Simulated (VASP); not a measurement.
Crystal: AlFe3B.

```xyz
5
Lattice="3.8223 0.0000 0.0000 0.0000 3.8223 0.0000 0.0000 0.0000 3.8223" Properties=species:S:1:pos:R:3 pbc="T T T"
Fe    0.0000    0.0000    1.9112
Fe    0.0000    1.9112    0.0000
Fe    1.9112    0.0000    0.0000
Al    1.9112    1.9112    1.9112
B     0.0000    0.0000    0.0000
```

The cell comes from a database or a generator and needn't be the stable form of this composition.

Base run:

| Item | Value |
| --- | --- |
| Program | VASP 6.6.1 |
| Functional | PBE |
| Potentials or basis | VASP PAW PBE potentials, release 64 (Fe, Al, B) |
| Cutoff | 520 eV |
| k mesh | 7 × 7 × 7 |
| Occupations | fermi-dirac, width 0.05 eV |
| Spin | collinear spin, ferromagnetic start |
| Starting moments | [3.0, 3.0, 3.0, 0.0, 0.0] μB |

Its results: band gap on the k mesh none (metal or under the smearing width); pressure -0.8 GPa; net moment 4.11 μB per cell; site moments Fe +1.48; Al -0.07; B -0.13 μB.

Q: The run is repeated on the same cell with these changes: functional from PBE to PBEsol. What comes out?

A: Band gap on the k mesh none (metal or under the smearing width); pressure -7.1 GPa; net moment 4.11 μB per cell; site moments Fe +1.47; Al -0.06; B -0.13 μB.

PBEsol binds more tightly than PBE, so the same cell stands under less pressure.

Caveats: the PAW data sets were made with another functional, which shifts forces and pressure a little (some runs).

Not every run made on this cell is shown here.
